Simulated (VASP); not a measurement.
OSZICAR of a VASP run on Te (trig):

**OSZICAR**
```
       N       E                     dE             d eps       ncg     rms          rms(c)
DAV:   1     0.780862669692E+02    0.78086E+02   -0.65538E+03   832   0.110E+03
DAV:   2    -0.390776395714E+01   -0.81994E+02   -0.78449E+02  1102   0.157E+02
DAV:   3    -0.928742435630E+01   -0.53797E+01   -0.53382E+01  1037   0.456E+01
DAV:   4    -0.938894618448E+01   -0.10152E+00   -0.10142E+00  1022   0.744E+00
DAV:   5    -0.939048139966E+01   -0.15352E-02   -0.15352E-02  1026   0.870E-01    0.130E+01
DAV:   6    -0.937502123156E+01    0.15460E-01   -0.19531E-02   892   0.959E-01    0.824E+00
DAV:   7    -0.937304389213E+01    0.19773E-02   -0.40102E-02   872   0.141E+00    0.310E-01
DAV:   8    -0.937241515885E+01    0.62873E-03   -0.72781E-03   842   0.552E-01    0.163E-01
DAV:   9    -0.937245011995E+01   -0.34961E-04   -0.21109E-04  1129   0.110E-01    0.116E-01
DAV:  10    -0.937249728796E+01   -0.47168E-04   -0.53326E-05   852   0.524E-02    0.237E-02
DAV:  11    -0.937249174989E+01    0.55381E-05   -0.23132E-05   862   0.333E-02    0.192E-02
DAV:  12    -0.937249189296E+01   -0.14306E-06   -0.26911E-06   982   0.105E-02    0.506E-03
DAV:  13    -0.937249193493E+01   -0.41972E-07   -0.53709E-07   842   0.507E-03
   1 F= -.93724919E+01 E0= -.93724919E+01  d E =-.937249E+01
       N       E                     dE             d eps       ncg     rms          rms(c)
DAV:   1    -0.939237780573E+01   -0.19886E-01   -0.80823E-01   832   0.511E+00    0.891E-01
DAV:   2    -0.939509946242E+01   -0.27217E-02   -0.35562E-02   957   0.118E+00    0.183E-01
DAV:   3    -0.939476327403E+01    0.33619E-03   -0.65366E-04   932   0.193E-01    0.130E-01
DAV:   4    -0.939466462216E+01    0.98652E-04   -0.44350E-04   907   0.133E-01    0.475E-02
DAV:   5    -0.939467026699E+01   -0.56448E-05   -0.62167E-05   902   0.502E-02    0.226E-02
DAV:   6    -0.939467021214E+01    0.54852E-07   -0.22677E-06  1093   0.120E-02    0.144E-02
DAV:   7    -0.939467001485E+01    0.19729E-06   -0.29319E-07   635   0.378E-03    0.406E-03
DAV:   8    -0.939466989927E+01    0.11558E-06   -0.44949E-08   416   0.181E-03    0.130E-03
DAV:   9    -0.939466991964E+01   -0.20375E-07   -0.58952E-09   416   0.709E-04
   2 F= -.93946699E+01 E0= -.93946699E+01  d E =-.221780E-01
       N       E                     dE             d eps       ncg     rms          rms(c)
DAV:   1    -0.938767989875E+01    0.69900E-02   -0.60510E+00   832   0.139E+01    0.217E+00
DAV:   2    -0.940870888234E+01   -0.21029E-01   -0.26920E-01   957   0.324E+00    0.490E-01
DAV:   3    -0.940636064383E+01    0.23482E-02   -0.47902E-03   922   0.526E-01    0.334E-01
DAV:   4    -0.940576327535E+01    0.59737E-03   -0.29103E-03   907   0.345E-01    0.113E-01
DAV:   5    -0.940581123814E+01   -0.47963E-04   -0.40760E-04   872   0.127E-01    0.550E-02
DAV:   6    -0.940581498717E+01   -0.37490E-05   -0.14213E-05  1129   0.301E-02    0.354E-02
DAV:   7    -0.940581467942E+01    0.30775E-06   -0.19319E-06   857   0.942E-03    0.102E-02
DAV:   8    -0.940581450060E+01    0.17882E-06   -0.18335E-07   661   0.354E-03    0.295E-03
DAV:   9    -0.940581453594E+01   -0.35340E-07   -0.25803E-08   431   0.142E-03
   3 F= -.94058145E+01 E0= -.94058145E+01  d E =-.333226E-01
       N       E                     dE             d eps       ncg     rms          rms(c)
DAV:   1    -0.940763928367E+01   -0.18248E-02   -0.56484E-01   832   0.427E+00    0.676E-01
DAV:   2    -0.940966704360E+01   -0.20278E-02   -0.24175E-02   942   0.978E-01    0.147E-01
DAV:   3    -0.940948419856E+01    0.18285E-03   -0.40107E-04   947   0.154E-01    0.997E-02
DAV:   4    -0.940943711029E+01    0.47088E-04   -0.25094E-04   882   0.101E-01    0.331E-02
DAV:   5    -0.940944214771E+01   -0.50374E-05   -0.28781E-05   897   0.341E-02    0.153E-02
DAV:   6    -0.940944320393E+01   -0.10562E-05   -0.11661E-06  1156   0.852E-03    0.858E-03
DAV:   7    -0.940944335119E+01   -0.14726E-06   -0.16685E-07   586   0.282E-03    0.251E-03
DAV:   8    -0.940944345867E+01   -0.10748E-06   -0.30405E-08   421   0.143E-03    0.613E-04
DAV:   9    -0.940944344612E+01    0.12552E-07   -0.35833E-09   416   0.541E-04
   4 F= -.94094434E+01 E0= -.94094434E+01  d E =-.369515E-01
       N       E                     dE             d eps       ncg     rms          rms(c)
DAV:   1    -0.940945640182E+01   -0.12943E-04   -0.61207E-03   832   0.445E-01    0.710E-02
DAV:   2    -0.940947919688E+01   -0.22795E-04   -0.26390E-04   942   0.102E-01    0.154E-02
DAV:   3    -0.940947776813E+01    0.14287E-05   -0.44594E-06   942   0.162E-02    0.105E-02
DAV:   4    -0.940947806793E+01   -0.29980E-06   -0.28135E-06   887   0.107E-02    0.354E-03
DAV:   5    -0.940947821521E+01   -0.14728E-06   -0.34656E-07   817   0.374E-03    0.165E-03
DAV:   6    -0.940947827767E+01   -0.62462E-07   -0.11554E-08   416   0.931E-04
   5 F= -.94094783E+01 E0= -.94094783E+01  d E =-.369863E-01
       N       E                     dE             d eps       ncg     rms          rms(c)
DAV:   1    -0.940962936495E+01   -0.15115E-03   -0.51479E-03   832   0.403E-01    0.415E-02
DAV:   2    -0.940962346614E+01    0.58988E-05   -0.14424E-04   932   0.771E-02    0.194E-02
DAV:   3    -0.940961696438E+01    0.65018E-05   -0.11736E-05   942   0.231E-02    0.712E-03
DAV:   4    -0.940961692192E+01    0.42464E-07   -0.28770E-06   942   0.106E-02    0.278E-03
DAV:   5    -0.940961693323E+01   -0.11318E-07   -0.89712E-08   486   0.221E-03
   6 F= -.94096169E+01 E0= -.94096169E+01  d E =-.138656E-03
       N       E                     dE             d eps       ncg     rms          rms(c)
DAV:   1    -0.940974846498E+01   -0.13154E-03   -0.15510E-02   832   0.700E-01    0.715E-02
DAV:   2    -0.940973134288E+01    0.17122E-04   -0.43374E-04   932   0.134E-01    0.336E-02
DAV:   3    -0.940971217247E+01    0.19170E-04   -0.35402E-05   947   0.402E-02    0.123E-02
DAV:   4    -0.940971226457E+01   -0.92098E-07   -0.85689E-06   937   0.182E-02    0.484E-03
DAV:   5    -0.940971233754E+01   -0.72970E-07   -0.28999E-07   882   0.380E-03
   7 F= -.94097123E+01 E0= -.94097123E+01  d E =-.234060E-03
```

Question: Which electronic solver shows in the log?

Answer: It is blocked Davidson (ALGO = Normal, or the opening steps of other solvers). The INCAR had ALGO = Normal.

Question: Can the final energy be trusted as converged?

Answer: The run converged. It stopped with EDIFF = 1E-7, NELM = 100, NSW = 30 and EDIFFG = -0.01 after 7 ionic steps (PBE GGA, plane waves, VASP's PBE PAW potentials (set 64)).

The compound is Te in the trig structure. This cell is one point of a volume scan, at 0.94 of the reference volume. Symmetry was kept, so distortions that lower it aren't found.
